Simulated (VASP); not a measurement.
# A VASP study of EuAg4Sb2 (PBEsol + U): structure first, properties next, part 3 of 6

How well does PBEsol + U reproduce what experiment finds for EuAg4Sb2? The cell is relaxed first, and properties follow on it. The start is a cell from a database of measured crystal structures.

VASP 6.6.1, plane waves and PAW; the level of theory is named at each step.

Still holding for the runs below: The cell holds one magnetic atom, so no antiferromagnetic order fits into it. Experiment finds antiferromagnetic order in this phase (below 10.5 K, arxiv:2406.18252), so this ferromagnetic run describes another state.

So far. Step 2 (Full relaxation (PBEsol + U)): It ends with a largest force of 0.008 eV/Å and a pressure of 0.02 GPa. The volume lies -3.3 % from that of the database's start, which holds the thermal and zero-point expansion of its experiment. The relaxed cell has a = 4.667, c = 24.453 Å (conventional setting).

## (3) Second relaxation

Level of this step: PBEsol, DFT+U (Eu f 7 eV), spin-polarised from a ferromagnetic start (one magnetic atom a cell); plane waves and PAW (Eu, Ag, Sb) (VASP).

The basis stayed that of the start cell while the cell moved. A rerun from the cell reached resets it; the error of the finite cutoff stays.

Contents of INCAR:

```
SYSTEM = EuAg4Sb2
PREC = Accurate
ENCUT = 450
EDIFF = 1E-06
NELM = 150
ISMEAR = 1
SIGMA = 0.2
LREAL = .FALSE.
ALGO = Normal
GGA = PS
NBANDS = 47
ISPIN = 2
MAGMOM = 7 0 0 0 0 0 0
LDAU = .TRUE.
LDAUTYPE = 2
LDAUL = 3 -1 -1
LDAUU = 7 0 0
LDAUJ = 0 0 0
LDAUPRINT = 1
LASPH = .TRUE.
LMAXMIX = 6
AMIX = 0.2
BMIX = 1E-04
AMIX_MAG = 0.8
BMIX_MAG = 1E-04
LORBIT = 11
LWAVE = .FALSE.
LCHARG = .FALSE.
KPAR = 4
IBRION = 2
NSW = 60
ISIF = 3
EDIFFG = -0.01
```

Contents of POSCAR:

```
EuAg4Sb2
1.0
    2.3332787464      1.3471191123      8.1510520038
   -2.3332787464      1.3471191123      8.1510520038
    0.0000000000     -2.6942382246      8.1510520038
Eu Ag Sb
1 4 2
Direct
    0.0000000000      0.0000000000      0.0000000000
    0.1430778566      0.1430778566      0.1430778566
    0.8569221434      0.8569221434      0.8569221434
    0.4358117185      0.4358117185      0.4358117185
    0.5641882815      0.5641882815      0.5641882815
    0.2577397176      0.2577397176      0.2577397176
    0.7422602824      0.7422602824      0.7422602824
```

Contents of KPOINTS:

```
Automatic mesh
0
Gamma
6 6 6
0 0 0
```

The projector-augmented-wave data sets are Eu, Ag and Sb (PBE family, release 64).

The run is started by

```bash
$ mpirun -np 4 vasp_std
```

What it wrote:

```text
[banner, memory and clock lines left out]
running    4 mpi-ranks, on    1 nodes
 distrk:  each k-point on    1 cores,    4 groups
 distr:  one band on    1 cores,    1 groups

 POSCAR found type information on POSCAR EuAgSb
 POSCAR found :  3 types and       7 ions
 [... a notice as in an earlier step ...]

 LDA part: xc-table for (Slater+PW92), standard interpolation
 POSCAR, INCAR and KPOINTS ok, starting setup
 FFT: planning ... GRIDC
 FFT: planning ... GRID_SOFT
 FFT: planning ... GRID
 WAVECAR not read
 entering main loop
       N       E                     dE             d eps       ncg     rms          rms(c)
DAV:   1     0.456583020062E+03    0.45658E+03   -0.27495E+04  8998   0.434E+03
DAV:   2     0.199602566661E+02   -0.43662E+03   -0.40149E+03  9472   0.628E+02
DAV:   3    -0.278229438053E+02   -0.47783E+02   -0.46701E+02  9213   0.122E+02
DAV:   4    -0.314311179219E+02   -0.36082E+01   -0.35904E+01 11472   0.246E+01
DAV:   5    -0.316679993790E+02   -0.23688E+00   -0.23664E+00 10163   0.732E+00    0.359E+01
DAV:   6    -0.354642532434E+02   -0.37963E+01   -0.82061E+00 10191   0.660E+01    0.206E+01
DAV:   7    -0.355223013269E+02   -0.58048E-01   -0.35838E+00  8946   0.196E+01    0.125E+01
DAV:   8    -0.354780267298E+02    0.44275E-01   -0.50122E-01 10708   0.129E+01    0.929E+00
DAV:   9    -0.354799028373E+02   -0.18761E-02   -0.10107E-01 10529   0.310E+00    0.685E+00
DAV:  10    -0.354708243661E+02    0.90785E-02   -0.29633E-02 10291   0.310E+00    0.347E+00
DAV:  11    -0.354718287330E+02   -0.10044E-02   -0.42914E-03 10971   0.534E-01    0.207E+00
DAV:  12    -0.354697659468E+02    0.20628E-02   -0.76563E-03  9237   0.185E+00    0.531E-01
DAV:  13    -0.354695671839E+02    0.19876E-03   -0.18665E-03  9989   0.574E-01    0.801E-01
DAV:  14    -0.354696015353E+02   -0.34351E-04   -0.30612E-04  9996   0.906E-02    0.456E-01
DAV:  15    -0.354695990832E+02    0.24522E-05   -0.74655E-05 10551   0.166E-01    0.194E-01
DAV:  16    -0.354695975631E+02    0.15200E-05   -0.25467E-05  9641   0.517E-02    0.633E-02
DAV:  17    -0.354695962341E+02    0.13291E-05   -0.31881E-06  6283   0.185E-02    0.284E-02
DAV:  18    -0.354695955104E+02    0.72370E-06   -0.22607E-06  5617   0.229E-02
   1 F= -.35469596E+02 E0= -.35469729E+02  d E =-.354696E+02  mag=     7.0485
 curvature:   0.00 expect dE= 0.000E+00 dE for cont linesearch  0.000E+00
 trial: gam= 0.00000 g(F)=  0.129E-04 g(S)=  0.524E-05 ort = 0.000E+00 (trialstep = 0.100E+01)
 search vector abs. value=  0.181E-04
 reached required accuracy - stopping structural energy minimisation
```

The job ended after 3.3 min (4 MPI ranks of Intel Xeon 6975P-C (Granite Rapids), shared host; peak memory 3.4 GiB; 13 min of CPU time).

OUTCAR, selected parts (step 3):

```text
  LATTYP: Found a trigonal (rhomboedric) cell.
 ALAT       =     8.5847870317
 COS(alpha) =     0.8522579250

The static configuration has the point symmetry D_3d.

 Found     32 irreducible k-points:

   ENCUT  =  450.0 eV  33.07 Ry    5.75 a.u.  14.85 14.85 14.85*2*pi/ulx,y,z

   NELECT =      71.0000    total number of electrons

atom =   1  type =  1  l = 3

 onsite density matrix

spin component  1

  0.9755  0.0000 -0.0000  0.0017  0.0000 -0.0000  0.0000
  0.0000  0.9718 -0.0000  0.0000 -0.0015 -0.0000  0.0000
 -0.0000 -0.0000  0.9771  0.0000  0.0000 -0.0015  0.0000
  0.0017  0.0000  0.0000  0.9747  0.0000 -0.0000 -0.0000
  0.0000 -0.0015  0.0000  0.0000  0.9771 -0.0000 -0.0000
 -0.0000 -0.0000 -0.0015 -0.0000 -0.0000  0.9718 -0.0000
  0.0000  0.0000  0.0000 -0.0000 -0.0000 -0.0000  0.9776

spin component  2

  0.0009 -0.0000 -0.0000 -0.0007  0.0000  0.0000  0.0000
 -0.0000  0.0013  0.0000 -0.0000  0.0001 -0.0000 -0.0000
 -0.0000  0.0000  0.0007  0.0000 -0.0000  0.0001 -0.0000
 -0.0007 -0.0000  0.0000  0.0011  0.0000 -0.0000  0.0000
  0.0000  0.0001 -0.0000  0.0000  0.0007 -0.0000 -0.0000
  0.0000 -0.0000  0.0001 -0.0000 -0.0000  0.0013  0.0000
  0.0000 -0.0000 -0.0000  0.0000 -0.0000  0.0000  0.0005

 occupancies and eigenvectors

  o =  0.0003  v =  0.0000  0.0000  0.0000  0.0000  0.0000  0.0000  0.0000  0.7637  0.0000  0.0000  0.6455 -0.0000  0.0000  0.0000      0.0000  0.0000  0.0000  0.0000  0.0000  0.0000  0.0000  0.0000  0.0000  0.0000  0.0000  0.0000  0.0000  0.0000
  o =  0.0005  v =  0.0000  0.0000  0.0000  0.0000  0.0000  0.0000  0.0000  0.0000 -0.0000  0.0000 -0.0000  0.0000 -0.0000  1.0000      0.0000  0.0000  0.0000  0.0000  0.0000  0.0000  0.0000  0.0000  0.0000  0.0000  0.0000  0.0000  0.0000  0.0000
  o =  0.0007  v =  0.0000  0.0000  0.0000  0.0000  0.0000  0.0000  0.0000  0.0000 -0.0000  0.9834 -0.0000  0.0000 -0.1815 -0.0000      0.0000  0.0000  0.0000  0.0000  0.0000  0.0000  0.0000  0.0000  0.0000  0.0000  0.0000  0.0000  0.0000  0.0000
  o =  0.0007  v =  0.0000  0.0000  0.0000  0.0000  0.0000  0.0000  0.0000  0.0000 -0.1815 -0.0000  0.0000  0.9834  0.0000 -0.0000      0.0000  0.0000  0.0000  0.0000  0.0000  0.0000  0.0000  0.0000  0.0000  0.0000  0.0000  0.0000  0.0000  0.0000
  o =  0.0013  v =  0.0000  0.0000  0.0000  0.0000  0.0000  0.0000  0.0000 -0.0000  0.0000  0.1815  0.0000  0.0000  0.9834  0.0000      0.0000  0.0000  0.0000  0.0000  0.0000  0.0000  0.0000  0.0000  0.0000  0.0000  0.0000  0.0000  0.0000  0.0000
  o =  0.0013  v =  0.0000  0.0000  0.0000  0.0000  0.0000  0.0000  0.0000  0.0000  0.9834 -0.0000 -0.0000  0.1815 -0.0000 -0.0000      0.0000  0.0000  0.0000  0.0000  0.0000  0.0000  0.0000  0.0000  0.0000  0.0000  0.0000  0.0000  0.0000  0.0000
  o =  0.0017  v =  0.0000  0.0000  0.0000  0.0000  0.0000  0.0000  0.0000 -0.6455  0.0000  0.0000  0.7637  0.0000 -0.0000 -0.0000      0.0000  0.0000  0.0000  0.0000  0.0000  0.0000  0.0000  0.0000  0.0000  0.0000  0.0000  0.0000  0.0000  0.0000
  o =  0.9713  v = -0.0000  0.0001  0.2572  0.0000  0.0000  0.9664  0.0000  0.0000  0.0000  0.0000  0.0000  0.0000  0.0000  0.0000      0.0000  0.0000  0.0000  0.0000  0.0000  0.0000  0.0000  0.0000  0.0000  0.0000  0.0000  0.0000  0.0000  0.0000
  o =  0.9713  v = -0.0000 -0.9664  0.0000  0.0000 -0.2572  0.0001 -0.0000  0.0000  0.0000  0.0000  0.0000  0.0000  0.0000  0.0000      0.0000  0.0000  0.0000  0.0000  0.0000  0.0000  0.0000  0.0000  0.0000  0.0000  0.0000  0.0000  0.0000  0.0000
  o =  0.9733  v =  0.6267 -0.0000  0.0000 -0.7792 -0.0000  0.0000 -0.0000  0.0000  0.0000  0.0000  0.0000  0.0000  0.0000  0.0000      0.0000  0.0000  0.0000  0.0000  0.0000  0.0000  0.0000  0.0000  0.0000  0.0000  0.0000  0.0000  0.0000  0.0000
  o =  0.9769  v =  0.7792  0.0000  0.0000  0.6267  0.0000 -0.0000  0.0000  0.0000  0.0000  0.0000  0.0000  0.0000  0.0000  0.0000      0.0000  0.0000  0.0000  0.0000  0.0000  0.0000  0.0000  0.0000  0.0000  0.0000  0.0000  0.0000  0.0000  0.0000
  o =  0.9775  v = -0.0000 -0.0000  0.9664 -0.0000  0.0000 -0.2572  0.0000  0.0000  0.0000  0.0000  0.0000  0.0000  0.0000  0.0000      0.0000  0.0000  0.0000  0.0000  0.0000  0.0000  0.0000  0.0000  0.0000  0.0000  0.0000  0.0000  0.0000  0.0000
  o =  0.9775  v = -0.0000  0.2572  0.0000 -0.0000 -0.9664 -0.0000 -0.0000  0.0000  0.0000  0.0000  0.0000  0.0000  0.0000  0.0000      0.0000  0.0000  0.0000  0.0000  0.0000  0.0000  0.0000  0.0000  0.0000  0.0000  0.0000  0.0000  0.0000  0.0000
  o =  0.9776  v =  0.0000  0.0000  0.0000 -0.0000 -0.0000 -0.0000  1.0000  0.0000  0.0000  0.0000  0.0000  0.0000  0.0000  0.0000      0.0000  0.0000  0.0000  0.0000  0.0000  0.0000  0.0000  0.0000  0.0000  0.0000  0.0000  0.0000  0.0000  0.0000

 E-fermi :   7.2961

 spin component 1
 k-point     1 :       0.0000    0.0000    0.0000
  band No.  band energies     occupation
    ...
     33       5.6301      1.00000
     34       5.6576      1.00000
     35       6.6368      1.00002
     36       6.6368      1.00002
     37       6.7941      1.00111
     38       7.4920     -0.02286
     39       8.0248     -0.00000
     40       8.0248     -0.00000
     41       8.5088     -0.00000
     42       8.5923     -0.00000
    ...

 k-point     2 :       0.1667    0.0000    0.0000
  band No.  band energies     occupation
    ...
     35       5.7375      1.00000
     36       6.1844      1.00000
     37       6.4425      1.00000
     38       7.1484      0.97264
     39       7.2126      0.82175
     40       8.2855     -0.00000
     41       8.4513     -0.00000
     42       8.8293     -0.00000
     43       9.8997     -0.00000
     44      10.0330     -0.00000
    ...

 k-point     3 :       0.3333    0.0000    0.0000
  band No.  band energies     occupation
    ...
     35       5.6344      1.00000
     36       5.7036      1.00000
     37       5.7037      1.00000
     38       6.0268      1.00000
     39       6.8674      1.00489
     40       8.0587     -0.00000
     41       8.8445     -0.00000
     42       9.1397     -0.00000
     43      10.1369     -0.00000
     44      10.2149     -0.00000
    ...

 k-point     4 :       0.5000    0.0000   -0.0000
  band No.  band energies     occupation
    ...
     35       5.6323      1.00000
     36       5.6454      1.00000
     37       5.6557      1.00000
     38       5.6835      1.00000
     39       6.7998      1.00125
     40       8.1190     -0.00000
     41       8.9101     -0.00000
     42       9.3417     -0.00000
     43       9.8433     -0.00000
     44      10.2279     -0.00000
    ...

  Total        0.0016456      0.0016456      0.0274647      0.0000000      0.0000000      0.0000000
  in kB        0.0171518      0.0171518      0.2862515      0.0000000      0.0000000      0.0000000
  external PRESSURE =       0.1068517 kB  Pullay stress =       0.0000000 kB

 POSITION                                       TOTAL-FORCE (eV/Angst)
 -----------------------------------------------------------------------------------
      0.00000      0.00000      0.00000         0.000000      0.000000     -0.000000
      0.00000      0.00000      3.49871         0.000000      0.000000     -0.009353
      0.00000      0.00000     20.95445         0.000000     -0.000000      0.009353
      0.00000      0.00000     10.65697         0.000000      0.000000      0.006763
      0.00000      0.00000     13.79618         0.000000     -0.000000     -0.006763
      0.00000      0.00000      6.30255         0.000000      0.000000     -0.000507
      0.00000      0.00000     18.15061         0.000000      0.000000      0.000507
 -----------------------------------------------------------------------------------
    total drift:                                0.000000      0.000000     -0.000000

  FREE ENERGIE OF THE ION-ELECTRON SYSTEM (eV)
  ---------------------------------------------------
  free  energy   TOTEN  =       -35.4695955104 eV

  energy  without entropy=      -35.4699948442  energy(sigma->0) =      -35.46972862

 total charge
# of ion       s       p       d       f       tot
--------------------------------------------------
    1        2.025   5.736   0.301   6.824  14.886
    2        0.372   0.308   9.176   0.000   9.856
    3        0.372   0.308   9.176   0.000   9.856
    4        0.409   0.338   9.153   0.000   9.900
    5        0.409   0.338   9.153   0.000   9.900
    6        1.128   1.306   0.036   0.000   2.469
    7        1.128   1.306   0.036   0.000   2.469
--------------------------------------------------
tot          5.843   9.639  37.030   6.824  59.336

 magnetization (x)
# of ion       s       p       d       f       tot
--------------------------------------------------
    1       -0.012  -0.103   0.059   6.812   6.756
    2        0.000  -0.000  -0.003   0.000  -0.002
    3        0.000  -0.000  -0.003   0.000  -0.002
    4       -0.004   0.000  -0.002   0.000  -0.006
    5       -0.004   0.000  -0.002   0.000  -0.006
    6       -0.005  -0.014   0.001   0.000  -0.018
    7       -0.005  -0.014   0.001   0.000  -0.018
--------------------------------------------------
tot         -0.029  -0.131   0.052   6.812   6.704

[... 5 parts as in an earlier step ...]

[... 11 further parts left out ...]
```

Little changed from the start: no atom moved by 0.005 Å and no cell edge by 0.1 %.

This step gave:

| Item | Value |
| --- | --- |
| pressure | 0.01069 GPa |
| SCF cycles over all ionic steps | 18 |

It ends with a largest force of 0.009 eV/Å and a pressure of 0.01 GPa. The volume moved by under 0.01 %: the run met its threshold at the first step.

[end of part 3 of 6]

[Lines on the potential files, build, host, timing and source positions are cut from VASP's logs without a mark.]

[Logs are printed without paths, hosts, clocks, repeated set-up lines and the standing remarks that a program may print on its own settings, such as how far it seeks lower states.]

[Hosts, paths, dates, database ids (printed as entryN), source tags and the programs' standing remarks are cut or masked in the printed files.]

[A measured line is paired with the nearest computed mode of its activity, which favours agreement.]
